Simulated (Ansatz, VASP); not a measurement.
# Cross-check of C (Diamond) between VASP and Ansatz, part 2 of 2

Wanted: the spread between two codes on one cell, functional and k mesh. The structure shown comes from an earlier Ansatz run, which isn't shown and may have moved the atoms alone.

VASP 6.6.1 and Ansatz 0.2.0.

So far: The starting structure; Ansatz: elastic constants, LDA.

## Step 3: VASP: elastic constants, LDA

Level of this step: LDA; plane waves and PAW (C) (VASP).

The same cell, functional (in two slightly different forms) and mesh now go to VASP, with its own data sets.

Lines of VASP's logs that name or quote its potential files are left out, and so is its time.

Input file INCAR:

```
SYSTEM = C
PREC = Accurate
ENCUT = 600
EDIFF = 1E-08
NELM = 120
ISMEAR = 0
SIGMA = 0.01
LREAL = .FALSE.
ALGO = Normal
GGA = CA
NBANDS = 10
LORBIT = 11
LWAVE = .FALSE.
LCHARG = .FALSE.
ISIF = 3
IBRION = 6
NFREE = 2
POTIM = 0.015
NSW = 1
LASPH = .TRUE.
GGA_COMPAT = .FALSE.
EFERMI = MIDGAP
```

Input file POSCAR:

```
C
1.0
    0.0000000000      1.7751817095      1.7751817095
    1.7751817095      0.0000000000      1.7751817095
    1.7751817095      1.7751817095      0.0000000000
C
2
Direct
    0.0000000000      0.0000000000      0.0000000000
    0.2500000000      0.2500000000      0.2500000000
```

Input file KPOINTS:

```
Automatic mesh
0
Gamma
6 6 6
0 0 0
```

The projector-augmented-wave data sets are C (LDA family, release 64).

Command:

```bash
$ mpirun -np 1 vasp_std
```

Numbers of over 12 decimals in the logs are rounded to 6 here.

The log of the run:

```text
[banner, memory and clock lines left out]
running    1 mpi-ranks, on    1 nodes
 distrk:  each k-point on    1 cores,    1 groups
 distr:  one band on    1 cores,    1 groups

 POSCAR found type information on POSCAR C
 POSCAR found :  1 types and       2 ions
 LDA part: xc-table for (Slater(with rela. corr.)+CA(PZ))
 , standard interpolation
 POSCAR, INCAR and KPOINTS ok, starting setup
 FFT: planning ... GRIDC
 FFT: planning ... GRID_SOFT
 FFT: planning ... GRID
 WAVECAR not read
 entering main loop
       N       E                     dE             d eps       ncg     rms          rms(c)
DAV:   1    -0.325891882176E-02   -0.32589E-02   -0.51151E+03   336   0.865E+02
DAV:   2    -0.206528927855E+02   -0.20650E+02   -0.19619E+02   434   0.132E+02
DAV:   3    -0.210734791204E+02   -0.42059E+00   -0.41965E+00   380   0.152E+01
DAV:   4    -0.210744912224E+02   -0.10121E-02   -0.10121E-02   346   0.838E-01
DAV:   5    -0.210744926796E+02   -0.14572E-05   -0.14572E-05   364   0.329E-02    0.577E+00
DAV:   6    -0.204565133711E+02    0.61798E+00   -0.35161E-01   328   0.439E+00    0.334E+00
DAV:   7    -0.202406677761E+02    0.21585E+00   -0.41430E-01   348   0.477E+00    0.725E-01
DAV:   8    -0.202404413859E+02    0.22639E-03   -0.87091E-03   330   0.838E-01    0.258E-02
DAV:   9    -0.202404308863E+02    0.10500E-04   -0.32189E-05   348   0.493E-02    0.194E-02
DAV:  10    -0.202404323375E+02   -0.14512E-05   -0.17544E-06   342   0.119E-02    0.467E-03
DAV:  11    -0.202404322633E+02    0.74192E-07   -0.67487E-08   368   0.214E-03    0.771E-04
DAV:  12    -0.202404322523E+02    0.11068E-07   -0.16462E-09   184   0.404E-04    0.134E-04
DAV:  13    -0.202404322499E+02    0.23195E-08   -0.10821E-10   166   0.109E-04
   1 F= -.20240432E+02 E0= -.20240432E+02  d E =0.000000E+00
[... from here on, the cycles between the ionic steps are left out ...]
   2 F= -.20225572E+02 E0= -.20225572E+02  d E =0.000000E+00
   3 F= -.20238554E+02 E0= -.20238554E+02  d E =0.000000E+00
   4 F= -.20225572E+02 E0= -.20225572E+02  d E =0.000000E+00
   6 F= -.20225572E+02 E0= -.20225572E+02  d E =0.000000E+00
   7 F= -.20238554E+02 E0= -.20238554E+02  d E =0.000000E+00
   8 F= -.20235910E+02 E0= -.20235910E+02  d E =0.000000E+00
   9 F= -.20235910E+02 E0= -.20235910E+02  d E =0.000000E+00
  10 F= -.20235910E+02 E0= -.20235910E+02  d E =0.000000E+00
  11 F= -.20235910E+02 E0= -.20235910E+02  d E =0.000000E+00
  12 F= -.20235910E+02 E0= -.20235910E+02  d E =0.000000E+00
  13 F= -.20235910E+02 E0= -.20235910E+02  d E =0.000000E+00
  14 F= -.20236179E+02 E0= -.20236179E+02  d E =0.000000E+00
 Finite differences progress:
  Degree of freedom:   7/  7
  Displacement:        1/  2
  Total:              13/ 14
 bond charge predicted
       N       E                     dE             d eps       ncg     rms          rms(c)
DAV:   1    -0.202370567910E+02   -0.87827E-03   -0.14447E+00   930   0.930E+00    0.260E-01
DAV:   2    -0.202367135015E+02    0.34329E-03   -0.77561E-03  1056   0.838E-01    0.152E-01
DAV:   3    -0.202361860249E+02    0.52748E-03   -0.12060E-03  1028   0.271E-01    0.171E-02
DAV:   4    -0.202361822694E+02    0.37555E-05   -0.53515E-05  1010   0.692E-02    0.104E-02
DAV:   5    -0.202361784982E+02    0.37712E-05   -0.91552E-06  1026   0.215E-02    0.830E-04
DAV:   6    -0.202361785315E+02   -0.33266E-07   -0.42934E-07  1014   0.573E-03    0.464E-04
DAV:   7    -0.202361785284E+02    0.30368E-08   -0.66624E-09   654   0.618E-04
  15 F= -.20236179E+02 E0= -.20236179E+02  d E =0.000000E+00
 Finite differences progress:
  Degree of freedom:   7/  7
  Displacement:        2/  2
  Total:              14/ 14
```

Parts of OUTCAR (step 3):

```text
ion  position               nearest neighbor table
   1  0.000  0.000  0.000-   2 1.54   2 1.54   2 1.54   2 1.54
   2  0.250  0.250  0.250-   1 1.54   1 1.54   1 1.54   1 1.54

  LATTYP: Found a face centered cubic cell.
 ALAT       =     3.5503634190

 Subroutine GETGRP returns: Found 48 space group operations
 (whereof 24 operations were pure point group operations)

The static configuration has the point symmetry T_d .
 The point group associated with its full space group is O_h .

 Found     16 irreducible k-points:

   k-points           NKPTS =     16   k-points in BZ     NKDIM =     16   number of bands    NBANDS=     10

   dimension x,y,z NGX =    20 NGY =   20 NGZ =   20
   dimension x,y,z NGXF=    40 NGYF=   40 NGZF=   40

   ENCUT  =  600.0 eV  44.10 Ry    6.64 a.u.   5.01  5.01  5.01*2*pi/ulx,y,z

   NELECT =       8.0000    total number of electrons

 k-points in reciprocal lattice and weights: Automatic mesh
   0.00000000  0.00000000  0.00000000       0.005
   0.16666667  0.00000000  0.00000000       0.037
   0.33333333  0.00000000  0.00000000       0.037
   0.50000000  0.00000000  0.00000000       0.019
   0.16666667  0.16666667  0.00000000       0.028
   0.33333333  0.16666667  0.00000000       0.111
   0.50000000  0.16666667  0.00000000       0.111
  -0.33333333  0.16666667  0.00000000       0.111
  -0.16666667  0.16666667  0.00000000       0.056
[...]
-0.33333333  0.33333333  0.16666667       0.111
  -0.33333333  0.50000000  0.16666667       0.056

 average (electrostatic) potential at core
       1 -49.3026       2 -49.3026

 E-fermi :  12.1201

 k-point     1 :       0.0000    0.0000    0.0000
  band No.  band energies     occupation
      1     -11.5762      2.00000
      2       9.6963      2.00000
      3       9.9316      2.00000
      4      10.1605      2.00000
      5      15.3054      0.00000
      6      15.5050      0.00000
      7      15.7156      0.00000
      8      23.7996      0.00000
      9      29.1103      0.00000
    ...

 k-point     2 :       0.1667    0.0000    0.0000
  band No.  band energies     occupation
      1     -10.8027      2.00000
      2       6.2400      2.00000
      3       8.7132      2.00000
      4       8.9827      2.00000
      5      16.7208      0.00000
      6      17.0317      0.00000
      7      17.3674      0.00000
      8      24.2421      0.00000
      9      30.0974      0.00000
    ...

 k-point     3 :       0.3333    0.0000    0.0000
  band No.  band energies     occupation
      1      -8.5292      2.00000
      2       0.5724      2.00000
      3       7.4385      2.00000
      4       7.6880      2.00000
      5      17.9705      0.00000
      6      18.3706      0.00000
      7      18.7676      0.00000
      8      25.0973      0.00000
      9      30.8633      0.00000
    ...

  Total       -0.4372224     -0.4330599     -0.4330599      0.0000000     -0.0507319      0.0000000
  in kB      -62.6115582    -62.0154821    -62.0154821      0.0000000     -7.2649665      0.0000000
  external PRESSURE =     -62.2141741 kB  Pullay stress =       0.0000000 kB

  energy-cutoff  :      600.00
  volume of cell :       11.19
      direct lattice vectors                 reciprocal lattice vectors
     0.000000000  1.775181709  1.775181709    -0.281661307  0.281661307  0.281661307
     1.775181709  0.000000000  1.775181709     0.281661307 -0.281661307  0.281661307
     1.775181709  1.775181709  0.000000000     0.281661307  0.281661307 -0.281661307

 POSITION                                       TOTAL-FORCE (eV/Angst)
 -----------------------------------------------------------------------------------
     -0.01500      0.00000      0.00000         0.567021      0.000000      0.000000
      0.88759      0.88759      0.88759        -0.567021      0.000000      0.000000
 -----------------------------------------------------------------------------------
    total drift:                                0.000014     -0.000000     -0.000001

  FREE ENERGIE OF THE ION-ELECTRON SYSTEM (eV)
  ---------------------------------------------------
  free  energy   TOTEN  =       -20.2361785284 eV

  energy  without entropy=      -20.2361785284  energy(sigma->0) =      -20.23617853

  SYMMETRIZED ELASTIC MODULI (kBar)
 Direction    XX          YY          ZZ          XY          YZ          ZX
 --------------------------------------------------------------------------------
 XX       10713.8576   1366.9376   1366.9376     -0.0000     -0.0000     -0.0000
 YY        1366.9376  10713.8576   1366.9376     -0.0000     -0.0000      0.0000
 ZZ        1366.9376   1366.9376  10713.8576      0.0000      0.0000      0.0000
 XY          -0.0000     -0.0000      0.0000   5757.1660      0.0000     -0.0000
 YZ          -0.0000     -0.0000      0.0000      0.0000   5757.1660     -0.0000
 ZX          -0.0000      0.0000      0.0000     -0.0000     -0.0000   5757.1660
 --------------------------------------------------------------------------------

 Eigenvectors and eigenvalues of the dynamical matrix
 ----------------------------------------------------

   1 f  =   39.222384 THz   246.441505 2PiTHz 1308.317893 cm-1   162.210672 meV
             X         Y         Z           dx          dy          dz
      0.000000  0.000000  0.000000     0.000000   -0.707107    0.000000
      0.887591  0.887591  0.887591     0.000000    0.707107    0.000000

   2 f  =   39.222384 THz   246.441505 2PiTHz 1308.317893 cm-1   162.210672 meV
             X         Y         Z           dx          dy          dz
      0.000000  0.000000  0.000000    -0.707107    0.000000    0.000000
      0.887591  0.887591  0.887591     0.707107    0.000000    0.000000

   3 f  =   39.222384 THz   246.441505 2PiTHz 1308.317893 cm-1   162.210672 meV
             X         Y         Z           dx          dy          dz
      0.000000  0.000000  0.000000     0.000000    0.000000   -0.707107
      0.887591  0.887591  0.887591     0.000000    0.000000    0.707107

   4 f  =    0.000000 THz     0.000000 2PiTHz    0.000000 cm-1     0.000000 meV
             X         Y         Z           dx          dy          dz
      0.000000  0.000000  0.000000     0.707107    0.000000    0.000000
      0.887591  0.887591  0.887591     0.707107    0.000000    0.000000

   5 f  =    0.000000 THz     0.000000 2PiTHz    0.000000 cm-1     0.000000 meV
             X         Y         Z           dx          dy          dz
      0.000000  0.000000  0.000000     0.000000    0.707107    0.000000
      0.887591  0.887591  0.887591     0.000000    0.707107    0.000000

   6 f  =    0.000000 THz     0.000000 2PiTHz    0.000000 cm-1     0.000000 meV
             X         Y         Z           dx          dy          dz
      0.000000  0.000000  0.000000     0.000000    0.000000    0.707107
      0.887591  0.887591  0.887591     0.000000    0.000000    0.707107

 ELASTIC MODULI CONTR FROM IONIC RELAXATION (kBar)
 Direction    XX          YY          ZZ          XY          YZ          ZX
 --------------------------------------------------------------------------------
 XX          -0.0000      0.0000      0.0000      0.0000      0.0000      0.0000
 YY           0.0000     -0.0000      0.0000      0.0000      0.0000      0.0000
 ZZ           0.0000      0.0000     -0.0000      0.0000      0.0000      0.0000
 XY           0.0000      0.0000      0.0000    -43.3711      0.0000      0.0000
 YZ           0.0000      0.0000      0.0000      0.0000    -43.3711      0.0000
 ZX           0.0000      0.0000      0.0000      0.0000      0.0000    -43.3711
 --------------------------------------------------------------------------------

 TOTAL ELASTIC MODULI (kBar)
 Direction    XX          YY          ZZ          XY          YZ          ZX
 --------------------------------------------------------------------------------
 XX       10713.8576   1366.9376   1366.9376     -0.0000     -0.0000     -0.0000
 YY        1366.9376  10713.8576   1366.9376     -0.0000     -0.0000      0.0000
 ZZ        1366.9376   1366.9376  10713.8576      0.0000      0.0000      0.0000
 XY          -0.0000     -0.0000      0.0000   5713.7948      0.0000     -0.0000
 YZ          -0.0000     -0.0000      0.0000      0.0000   5713.7948     -0.0000
 ZX          -0.0000      0.0000      0.0000     -0.0000     -0.0000   5713.7948
 --------------------------------------------------------------------------------

 total charge
# of ion       s       p       d       tot
------------------------------------------
    1        0.818   1.770   0.000   2.588
    2        0.818   1.770   0.000   2.588
--------------------------------------------------
tot          1.636   3.541   0.000   5.176

[... 3 further parts left out ...]
```

Levels, forces or a CONTCAR printed for this step are those of its last displaced cell, not of the structure at rest.

## Step 4: Comparison

Known differences besides the potentials themselves: the two LDA forms differ slightly; fixed occupations in Ansatz, narrow Gaussian smearing in VASP; the cutoff is 260 eV in Ansatz and 600 eV in VASP; VASP's log shows a relativistic correction to its local exchange, Ansatz's none; VASP takes each elastic constant from one size of strain, Ansatz from those that its log lists; Ansatz's log warns that its cutoff lies below the recommended one. Total energies have different zeros and are not compared.

Compared:

```tsv
quantity	Ansatz	VASP	difference
C11 (GPa)	1270.2	1071.4	+18.56 %
C22 (GPa)	1270.2	1071.4	+18.56 %
C33 (GPa)	1270.2	1071.4	+18.56 %
C12 (GPa)	175.5	136.7	+28.36 %
C13 (GPa)	175.5	136.7	+28.36 %
C23 (GPa)	175.5	136.7	+28.36 %
C44 (GPa)	576.2	571.4	+0.85 %
C55 (GPa)	576.2	571.4	+0.85 %
C66 (GPa)	576.2	571.4	+0.85 %
```

## Step 5: Summary of results

| Property | Result |
| --- | --- |
| difference in C12 (elastic constants, LDA) | 28 % |

What this shows: The difference in C12 is 28 % (elastic constants, LDA), beyond the 5 % picked in this series as the mark of a large difference. Ansatz's own log doubts the convergence of its elastic constants, LDA run, which may account for the difference. How closely two codes agree says nothing of how well the functional describes the real material.

[Lines on the potential files, build, host, timing and source positions are cut from VASP's logs without a mark.]

[Logs are printed without paths, hosts, clocks, repeated set-up lines and the standing remarks that a program may print on its own settings, such as how far it seeks lower states.]

[Hosts, paths, dates, database ids (printed as entryN), source tags and the programs' standing remarks are cut or masked in the printed files.]
